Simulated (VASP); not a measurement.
Ba:

```
CELL_PARAMETERS angstrom
-2.51250 2.51250 2.51250
2.51250 -2.51250 2.51250
2.51250 2.51250 -2.51250
ATOMIC_POSITIONS crystal
Ba 0.00000 0.00000 0.00000
```

| Item | Value |
| --- | --- |
| Program | VASP 6.6.1 |
| Task | relaxation of cell and atoms |
| Functional | LDA |
| Potentials or basis | VASP PAW LDA potentials, release 64 (Ba_sv) |
| Cutoff | 600 eV |
| k mesh | 12 × 12 × 12 |
| Occupations | gaussian, width 0.1 eV |
| Spin | no spin polarisation |

At the start: pressure -1.3 GPa; volume 63.44 Å³/atom.

Q: Where does the relaxation end?

A: Over 4 steps the energy falls by 42.2 meV/atom and the volume is 54.05 Å³/atom (-14.8 %); space group Im-3m (No. 229, to 0.05 Å).

Step by step:
| step | energy change (eV) | largest force (eV/Å) | pressure (GPa) | volume (Å³) |
| --- | --- | --- | --- | --- |
| 1 | 0.0000 | 0.0000 | -1.30 | 63.44 |
| 2 | -0.0303 | 0.0000 | -0.77 | 58.82 |
| 3 | -0.0421 | 0.0000 | -0.09 | 54.54 |
| 4 | -0.0422 | 0.0000 | 0.01 | 54.05 |

Final structure:
```cif
data_structure
_symmetry_space_group_name_H-M 'P 1'
_symmetry_Int_Tables_number 1
_cell_length_a 4.1255
_cell_length_b 4.1255
_cell_length_c 4.1255
_cell_angle_alpha 109.471
_cell_angle_beta 109.471
_cell_angle_gamma 109.471
_cell_volume 54.05
loop_
_atom_site_label
_atom_site_type_symbol
_atom_site_fract_x
_atom_site_fract_y
_atom_site_fract_z
_atom_site_occupancy
Ba1 Ba 0.00000 0.00000 0.00000 1
```

Caveat: the volume moved by -15 % from the deposited cell, more than functionals usually miss.
